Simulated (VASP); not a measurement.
Computed with PBE GGA + U (Dudarev), VASP's PBE PAW potentials (set 64) (plane waves; VASP 6.6.1).

VASP ran on this input.

INCAR:
```
SYSTEM = SrTiO3
PREC = Accurate
ENCUT = 400
EDIFF = 1E-6
NELM = 100
ALGO = Normal
LREAL = .FALSE.
LASPH = .TRUE.
ISMEAR = -1
SIGMA = 0.02
GGA = PE
LMAXMIX = 4
LWAVE = .FALSE.
LCHARG = .FALSE.
ISIF = 2
LDAU = .TRUE.
LDAUTYPE = 2
LDAUL = -1 2 -1
LDAUU = 0 8.0 0
LDAUJ = 0 0 0
```

**KPOINTS**
```
Automatic mesh
0
Gamma
6 6 6
0 0 0
```

File POSCAR:
```
SrTiO3
1
    3.9889580000     0.0000000000     0.0000000000
    0.0000000000     3.9889580000     0.0000000000
    0.0000000000     0.0000000000     3.9889580000
Sr Ti O
1 1 3
Direct
  0.0000000000   0.0000000000   0.0000000000
  0.5000000000   0.5000000000   0.5000000000
  0.5000000000   0.0000000000   0.5000000000
  0.0000000000   0.5000000000   0.5000000000
  0.5000000000   0.5000000000   0.0000000000
```

POTCAR, in this order: Sr_sv Ti_sv O (PBE.64 set). Program: vasp_std.

### Question
What will the output report for the number of irreducible k-points (NKPTS), largest plane-wave count, number of space-group operations, FFT grid (NGX, NGY, NGZ)?

### Answer

- number of irreducible k-points (NKPTS) = 20
- largest plane-wave count = 1189
- number of space-group operations = 48
- FFT grid (NGX, NGY, NGZ) = 28 × 28 × 28

The structure is a typed SrTiO3 crystal (Pm-3m). The cell was not relaxed at this level. The run is one of a series of settings (LDAU = .TRUE., LDAUJ = 0 0 0, LDAUL = -1 2 -1, LDAUTYPE = 2, LDAUU = 0 8.0 0 against the base run), some of them coarse on purpose.
